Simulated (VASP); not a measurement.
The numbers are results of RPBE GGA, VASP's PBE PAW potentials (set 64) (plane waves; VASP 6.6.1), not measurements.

VASP input:

### POSCAR
```
KBr
1
    0.0000000000     3.4618801290     3.4618801290
    3.4618801290     0.0000000000     3.4618801290
    3.4618801290     3.4618801290     0.0000000000
K Br
1 1
Direct
  0.0000000000   0.0000000000   0.0000000000
  0.5000000000   0.5000000000   0.5000000000
```

INCAR:
```
# general
SYSTEM  = KBr
PREC    = Accurate
ENCUT   = 520
LREAL   = .FALSE.
LASPH   = .TRUE.

# electronic loop
EDIFF   = 1E-7
NELM    = 100
ALGO    = Normal
LMAXMIX = 4

# smearing
ISMEAR  = -5

# functional
GGA     = RP

# ions
ISIF    = 2

# output
LWAVE   = .FALSE.
LCHARG  = .TRUE.
LORBIT  = 11
NEDOS   = 601
```

**KPOINTS**
```
Automatic mesh
0
Gamma
8 8 8
0 0 0
```

POTCAR, in this order: K_sv Br (PBE.64 set). Program: vasp_std.

The run wrote:

### OSZICAR
```
       N       E                     dE             d eps       ncg     rms          rms(c)
DAV:   1     0.107379308985E+03    0.10738E+03   -0.68617E+03   696   0.114E+03
DAV:   2     0.124237806815E+01   -0.10614E+03   -0.98544E+02   860   0.263E+02
DAV:   3    -0.581943723414E+01   -0.70618E+01   -0.70207E+01   888   0.634E+01
DAV:   4    -0.611745123756E+01   -0.29801E+00   -0.29761E+00  1304   0.112E+01
DAV:   5    -0.611838907482E+01   -0.93784E-03   -0.93782E-03   900   0.696E-01    0.249E+00
DAV:   6    -0.590893979744E+01    0.20945E+00   -0.34574E-01   848   0.296E+00    0.173E+00
DAV:   7    -0.590292907665E+01    0.60107E-02   -0.19146E-01   892   0.260E+00    0.876E-01
DAV:   8    -0.592384002812E+01   -0.20911E-01   -0.30499E-02   812   0.149E+00    0.146E-01
DAV:   9    -0.592547779289E+01   -0.16378E-02   -0.19209E-03   912   0.325E-01    0.102E-01
DAV:  10    -0.592648535464E+01   -0.10076E-02   -0.15174E-03   776   0.325E-01    0.247E-02
DAV:  11    -0.592650373748E+01   -0.18383E-04   -0.52303E-05  1044   0.463E-02    0.831E-03
DAV:  12    -0.592651685349E+01   -0.13116E-04   -0.16581E-05   812   0.372E-02    0.596E-03
DAV:  13    -0.592651847991E+01   -0.16264E-05   -0.28176E-06   892   0.123E-02    0.170E-03
DAV:  14    -0.592651878176E+01   -0.30186E-06   -0.87502E-07   812   0.824E-03    0.511E-04
DAV:  15    -0.592651876988E+01    0.11886E-07   -0.12449E-08   688   0.970E-04
   1 F= -.59265188E+01 E0= -.59265188E+01  d E =0.000000E+00
```

**OUTCAR**
```
------------------------ aborting loop because EDIFF is reached ----------------------------------------
  FORCE on cell =-STRESS in cart. coord.  units (eV):
  Direction    XX          YY          ZZ          XY          YZ          ZX
  --------------------------------------------------------------------------------------
  Total        0.0078920      0.0078920      0.0078920     -0.0000000     -0.0000000      0.0000000
  in kB        0.1523811      0.1523811      0.1523811     -0.0000000     -0.0000000      0.0000000
  external PRESSURE =       0.1523811 kB  Pullay stress =       0.0000000 kB
  volume of cell :       82.98
      direct lattice vectors                 reciprocal lattice vectors
     0.000000000  3.461880129  3.461880129    -0.144430189  0.144430189  0.144430189
     3.461880129  0.000000000  3.461880129     0.144430189 -0.144430189  0.144430189
     3.461880129  3.461880129  0.000000000     0.144430189  0.144430189 -0.144430189
  FREE ENERGIE OF THE ION-ELECTRON SYSTEM (eV)
  ---------------------------------------------------
  free  energy   TOTEN  =        -5.9265187699 eV

  energy  without entropy=       -5.9265187699  energy(sigma->0) =       -5.92651877

 total charge

# of ion       s       p       d       tot
------------------------------------------
    1        1.956   5.612   0.016   7.584
    2        1.600   3.308   0.000   4.908
--------------------------------------------------
tot          3.556   8.920   0.017  12.492
```
(Selected blocks of OUTCAR.)

The compound is KBr in the rock salt structure. It was relaxed first, which changed the volume by +15 %.
